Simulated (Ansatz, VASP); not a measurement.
**Al21O (S5(210) boundary in fcc Al with O (interstitial)) in two plane-wave programs**

Aim: how closely do two programs agree when they are given the same cell, functional and k mesh? Of the first pair: The structure shown is the start of the Ansatz relaxation below; VASP solves that cell, so the two are compared at the walk's first step.

Program: Ansatz 0.2.0. Level of theory: plane waves, with VASP 6.6.1 beside it; single point at PBE. Results are calculated unless marked as measured.

## Step 1: The structure

The cell holds 22 atoms: 21 Al and 1 O. Cell: a = 4.958 Å, b = 4.048 Å, c = 30.008 Å, α = 90.0°, β = 90.0°, γ = 65.9°. It derives from Al. As first built, before any earlier steps moved the atoms (in the runner's words): plane [2, 1, 0]; removed 2; opened 0. Vacuum lies along c.

## Step 2: Ansatz: relaxation, PBE

Ansatz runs on its PAW soft_1 files.

The two programs are compared at the cell with which this relaxation starts, whose forces are those of its first step.

The input, input.yaml:

```yaml
crystal:
  lattice:
    - [4.957730497, 0.0, 0.0]
    - [1.6525768323, 3.6952741352, 0.0]
    - [0.0, 0.0, 30.0082257911]
  atoms:
    - { symbol: Al, position: [0.6, 0.7000000001, 0.1666209804] }
    - { symbol: Al, position: [0.2, 0.4000000001, 0.1967844967] }
    - { symbol: Al, position: [0.8, 0.1000000001, 0.226948013] }
    - { symbol: Al, position: [0.4, 0.8000000001, 0.2571115294] }
    - { symbol: Al, position: [1.0, 0.5000000001, 0.2872750457] }
    - { symbol: Al, position: [0.6, 0.2, 0.3174385621] }
    - { symbol: Al, position: [0.2, 0.9, 0.3476020784] }
    - { symbol: Al, position: [0.8, 0.6, 0.3777655948] }
    - { symbol: Al, position: [0.4, 0.3, 0.4079291111] }
    - { symbol: Al, position: [0.0, 0.0, 0.4380926274] }
    - { symbol: O, position: [0.5, 0.75, 0.4380926274] }
    - { symbol: Al, position: [0.8, 0.6, 0.4984196601] }
    - { symbol: Al, position: [0.2, 0.9, 0.5285831765] }
    - { symbol: Al, position: [0.6, 0.2, 0.5587466928] }
    - { symbol: Al, position: [1.0, 0.5000000001, 0.5889102092] }
    - { symbol: Al, position: [0.4, 0.8000000001, 0.6190737255] }
    - { symbol: Al, position: [0.8, 0.1000000001, 0.6492372419] }
    - { symbol: Al, position: [0.2, 0.4000000001, 0.6794007582] }
    - { symbol: Al, position: [0.6, 0.7000000001, 0.7095642745] }
    - { symbol: Al, position: [1.0, 1.0e-10, 0.7397277909] }
    - { symbol: Al, position: [0.4, 0.3000000001, 0.7698913072] }
    - { symbol: Al, position: [0.8, 0.6000000001, 0.8000548236] }
kpoints:
  mp_grid: { grid: [6, 6, 1] }
hamiltonian:
  xc: pbe
  pseudopotentials: { kind: paw, azcp: { folder: soft_1 } }
scf:
  occupations: { method: fermi_dirac, width: 0.1 }
relax:
  f_tol: 0.03
  max_steps: 80
  constraints: [{ sites: [0, 1, 2, 3] }]
```

Launch:

```sh
> ansatz run input.yaml --threads 4 --pin off --max-ram 15360MiB --backend cpu --events-out ev --progress --plain --runs-dir out
```

Numbers of over 12 decimals in the logs are rounded to 6 here.

Log:

```text
Engine: ansatz 0.2.0, aarch64-unknown-linux-gnu
Pseudopotentials: kind: paw
Pseudopotential: Al, paw, valence charge 3, recommended cutoff 420 eV (normal), soft_1/Al.paw.azcp
Pseudopotential: O, paw, valence charge 6, recommended cutoff 420 eV (normal), soft_1/O.paw.azcp
Functional definition: PBE
  parameter kappa = 0.804
  parameter beta = 0.066725
  exchange = pbe_x(kappa = kappa, mu = beta*pi^2/3)
  correlation = pbe_c(beta = beta)
Crystal: 22 atoms, lattice volume = 549.756 Å³
Basis set: ecut = 420 eV, 10749 PW (Γ), exchange–correlation on 72×60×432 points (8 copies of the dense FFT grid, shifted against one another)
Bands: 57, of which v1, the nominal top of the filled ones, is band 35 counted from 1 (34 counted from 0)
Symmetry: 2 space group operations
Space group: Cm (ITA 8), of the structure as read, at distance tolerance 8.2e-5 Å
k-points: 13 of 36 (time reversal used)
Non-local potential: Al, projectors of the file, l = 0: 2, l = 1: 2, l = 2: 1
Non-local potential: O, projectors of the file, l = 0: 2, l = 1: 2, l = 2: 1
PAW form: soft (Blöchl's): semilocal exchange-correlation on the pseudo side does not see the compensation charge
PAW one-centre angular grid: Al, 110 points (default); XC on 64 Gauss nodes
PAW one-centre angular grid: O, 110 points (default); XC on 64 Gauss nodes
Initial density: superposition of atomic densities (neutral atoms: chi_scale 0, normalization atom)
Initial wavefunctions: pseudopotential atomic-orbital guess
Functional: x = pbe(κ = 0.804, μ = 0.219515), c = pbe(β = 0.066725)
SCF iter   1: F=—  HF=-11855.298729 eV  |F-HF|=—  |Δ(HF+E_count)|=         —  Δρ=3.66e-2  dr2=3.51e1  ethr=3.10e-3  ⟨swp⟩=9.2  Hψ=4347  notcnv=0  defer=14
preconditioner: auto → LDOS  [metal: Δε(μ)=0.013 eV  Ē_g=6.747 eV  σ=0.100 eV  W_gap=0.03  n_scr=80 (ndim 8)  ℏωp=13.0 eV  f_vac=0.234  D(μ)=10.33/eV (n_scr^D=66)  β→1.0]
SCF iter   2: F=—  HF=-11852.012009 eV  |F-HF|=—  |Δ(HF+E_count)|=    3.29e0  Δρ=1.93e-2  dr2=2.76e0  ethr=3.10e-3  ⟨swp⟩=5.3  Hψ=2050  notcnv=0  defer=29
SCF iter   3: F=—  HF=-11851.740454 eV  |F-HF|=—  |Δ(HF+E_count)|=   2.72e-1  Δρ=3.81e-3  dr2=1.54e-1  ethr=3.10e-3  ⟨swp⟩=2.8  Hψ=1597  notcnv=0  defer=23
SCF iter   4: F=—  HF=-11851.721663 eV  |F-HF|=—  |Δ(HF+E_count)|=   1.88e-2  Δρ=6.13e-4  dr2=5.95e-3  ethr=2.24e-4  ⟨swp⟩=2.0  Hψ=1420  notcnv=0  defer=23
SCF iter   5: F=—  HF=-11851.721425 eV  |F-HF|=—  |Δ(HF+E_count)|=   2.38e-4  Δρ=1.33e-4  dr2=6.92e-4  ethr=8.62e-6  ⟨swp⟩=2.2  Hψ=1167  notcnv=0  defer=23
SCF iter   6: F=-11851.721407 eV  HF=-11851.721418 eV  |F-HF|=1.09e-5  |Δ(HF+E_count)|=   7.66e-6  Δρ=3.80e-5  dr2=2.13e-5  ethr=3.26e-8  ⟨swp⟩=4.1  Hψ=3031  notcnv=0
SCF 1 converged in 6 iterations: F = -11851.721407 eV  dr2 = 2.13e-5
  greatest PAW one-centre occupation: 0.876 electrons in one spin orbital (limit 2), on the O atom at site 10 (counted from 0), in its partial waves of l = 0
relax step   1: F+E_penalty+E_count = -11851.72140670 eV  Δ(F+E_penalty+E_count) = +0.000e0 eV  max|allowed force component| = 9.104e-1 eV/Å  Δτ_max = 0.0000 Å  (6 SCF iters, dr2 threshold 2.25e-5 eV, accepted)
[...]
relax step  10: F+E_penalty+E_count = -11852.69449240 eV  Δ(F+E_penalty+E_count) = -2.026e-2 eV  max|allowed force component| = 1.146e-1 eV/Å  Δτ_max = 0.1948 Å  (6 SCF iters, dr2 threshold 4.23e-6 eV, accepted)
[...]
relax step  11: F+E_penalty+E_count = -11852.70477675 eV  Δ(F+E_penalty+E_count) = -1.028e-2 eV  max|allowed force component| = 3.876e-2 eV/Å  Δτ_max = 0.1949 Å  (6 SCF iters, dr2 threshold 4.81e-6 eV, accepted)
[...]
relax step  12: F+E_penalty+E_count = -11852.70795185 eV  Δ(F+E_penalty+E_count) = -3.175e-3 eV  max|allowed force component| = 4.731e-2 eV/Å  Δτ_max = 0.1622 Å  (7 SCF iters, accepted)
[...]
relax step  13: F+E_penalty+E_count = -11852.70861998 eV  Δ(F+E_penalty+E_count) = -6.681e-4 eV  max|allowed force component| = 1.685e-2 eV/Å  Δτ_max = 0.0334 Å  (6 SCF iters, accepted)
SCF converged after 6 iterations
Free energy (F): -11852.708620 eV
Harris-Foulkes:  -11852.708620 eV  (|F-HF|=1.52e-9)
Internal energy: -11852.395518 eV  (E = F + TS)
E sigma→0 (E₀):  -11852.552069 eV
Entropy (-TS):   -0.313102 eV (-14.232 meV/atom)
Fermi energy:    3.684192 eV
--- Per-component energies (eV) ---
  E_band       = -73.598796
  E_kinetic    = 626.917352
  E_local      = -14527.090585  (includes V_loc(G=0)·N_el)
  E_nonlocal   = 263.857605
  E_hartree    = 7185.184034
  E_xc         = -853.625348
  E_vxc        = -691.236893  (∫ρ·V_xc dr)
  E_paw        = -10019.773602  (= ΣΔE_a)
  E_vpaw       = -116.414893  (= ΣTr[D̂ρ^β])
  E_aug_tail   = 0.000721  (compensation charges beyond the density's cutoff)
  E_ewald      = 5472.134305
  E_smearing   = -0.313102  (= −TS)
  E_closure    = -0.000000  (closes the sum)
  Σ components = -11852.708620   (vs F -11852.708620, Δ=0.00e0)
--- Forces (eV/Å), atoms counted from 1 ---
  atom   1  Al    -0.07082836     0.03167541     0.40088281
  atom   2  Al    -0.04131885     0.01847835    -0.25348437
  atom   3  Al     0.04819795    -0.02155478    -0.07988339
  atom   4  Al     0.06078617    -0.02718440    -0.06362193
  atom   5  Al     0.00247521    -0.00110695    -0.00282888
  atom   6  Al    -0.00380220     0.00170040     0.00666520
  atom   7  Al     0.00326885    -0.00146188     0.00055451
  atom   8  Al     0.00328165    -0.00146760    -0.00534200
  atom   9  Al    -0.00183380     0.00082010     0.00641064
  atom  10  Al     0.00860805    -0.00384964     0.01479029
  atom  11  O     -0.01319373     0.00590042    -0.01685083
  atom  12  Al     0.00104070    -0.00046541     0.00635031
  atom  13  Al    -0.00219413     0.00098125     0.00386798
  atom  14  Al     0.00587868    -0.00262903    -0.01114352
  atom  15  Al    -0.00163864     0.00073282    -0.00801500
  atom  16  Al     0.00132676    -0.00059334    -0.00101097
  atom  17  Al     0.00027483    -0.00012291     0.00164773
  atom  18  Al    -0.00039988     0.00017883     0.00131324
  atom  19  Al    -0.00006994     0.00003128    -0.00187410
  atom  20  Al    -0.00030022     0.00013426    -0.00046703
  atom  21  Al    -0.00085773     0.00038359     0.00072305
  atom  22  Al     0.00128149    -0.00057310     0.00131156
  max |Σ_I F_I| component: 1.71e-5 eV/Å
--- Relaxed structure (13 steps of the walk, 13 accepted, 0 SCFs on fresh bases) ---
  F+E_penalty+E_count = -11852.70861998 eV   max|allowed force component| = 1.685e-2 eV/Å
  atoms:
    - { symbol: Al, position: [0.600000, 0.700000, 0.166621] }
    - { symbol: Al, position: [0.200000, 0.4, 0.1967844967] }
    - { symbol: Al, position: [0.800000, 0.100000, 0.226948] }
    - { symbol: Al, position: [0.400000, 0.8, 0.2571115294] }
    - { symbol: Al, position: [1.007583, 0.496208, 0.286646] }
    - { symbol: Al, position: [0.616739, 0.191631, 0.317041] }
    - { symbol: Al, position: [0.219313, 0.890344, 0.345588] }
    - { symbol: Al, position: [0.825441, 0.587280, 0.377306] }
    - { symbol: Al, position: [0.396837, 0.301581, 0.407201] }
    - { symbol: Al, position: [-0.072453, 0.036227, 0.444661] }
    - { symbol: O, position: [0.320984, 0.839508, 0.449595] }
    - { symbol: Al, position: [0.597032, 0.701484, 0.493013] }
    - { symbol: Al, position: [-0.103956, 1.051978, 0.534092] }
    - { symbol: Al, position: [0.302883, 0.348558, 0.558139] }
    - { symbol: Al, position: [0.696265, 0.651867, 0.590296] }
    - { symbol: Al, position: [0.104467, 0.947766, 0.621136] }
    - { symbol: Al, position: [0.500767, 0.249617, 0.650262] }
    - { symbol: Al, position: [-0.101753, 0.550877, 0.680656] }
    - { symbol: Al, position: [0.288155, 0.855923, 0.709685] }
    - { symbol: Al, position: [0.690512, 0.154744, 0.740936] }
    - { symbol: Al, position: [0.078004, 0.460998, 0.774981] }
    - { symbol: Al, position: [0.478268, 0.760866, 0.796668] }
```

[end of part 1 of 3]

[Lines on the potential files, build, host, timing and source positions are cut from VASP's logs without a mark.]

[Logs are printed without paths, hosts, clocks, repeated set-up lines and the standing remarks that a program may print on its own settings, such as how far it seeks lower states.]

[Hosts, paths, dates, database ids (printed as entryN), source tags and the programs' standing remarks are cut or masked in the printed files.]
